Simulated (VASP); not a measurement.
Method: SCAN meta-GGA, VASP's PBE PAW potentials (set 64) (plane waves; VASP 6.6.1).

VASP ran on this input.

INCAR:
```
SYSTEM=BN
PREC=Accurate; ENCUT=520; LREAL=.FALSE.
LASPH=.TRUE.
EDIFF=1E-7; NELM=100; ALGO=Normal
LMIXTAU=.TRUE.
ISMEAR=0; SIGMA=0.05
METAGGA=SCAN
IBRION=2; NSW=30; ISIF=4
EDIFFG=-0.01
LWAVE=.FALSE.; LCHARG=.FALSE.
```

KPOINTS:
```
Automatic mesh
0
Gamma
10 10 5
0 0 0
```

**POSCAR**
```
BN
1
    1.2452724289    -2.1568753301     0.0000000000
    1.2452724289     2.1568753301     0.0000000000
    0.0000000000     0.0000000000     4.1191789162
B N
2 2
Direct
  0.6666670000   0.3333330000   0.5002486094
  0.3333330000   0.6666670000   0.0002486094
  0.6666670000   0.3333330000   0.8747513906
  0.3333330000   0.6666670000   0.3747513906
```

POTCAR, in this order: B N (PBE.64 set). Program: vasp_std.

### Question
Estimate the energy per atom (σ→0).

### Answer

```
Property                       Result
---------------------  --------------
energy per atom (σ→0)  -9723 meV/atom
```

File OSZICAR:
```
...
DAV:   2    -0.388927365168E+02   -0.47310E-05   -0.24691E-04  1220   0.176E-01    0.169E-02
DAV:   3    -0.388927726849E+02   -0.36168E-04   -0.36690E-05  1140   0.960E-02    0.621E-03
DAV:   4    -0.388927404341E+02    0.32251E-04   -0.21888E-05  1128   0.729E-02    0.350E-03
DAV:   5    -0.388927608611E+02   -0.20427E-04   -0.42120E-06  1104   0.340E-02    0.150E-03
DAV:   6    -0.388927542786E+02    0.65825E-05   -0.66169E-07  1236   0.117E-02    0.455E-04
DAV:   7    -0.388927565555E+02   -0.22768E-05   -0.27866E-07  1112   0.678E-03    0.131E-04
DAV:   8    -0.388927564887E+02    0.66762E-07   -0.60687E-09   552   0.118E-03
   3 F= -.38892756E+02 E0= -.38892756E+02  d E =-.100537E-03
```

The compound is BN in the wurtzite structure, a metastable high-pressure form. This cell is one point of a volume scan, at 0.94 of the reference volume. Symmetry was kept, so distortions that lower it aren't found.
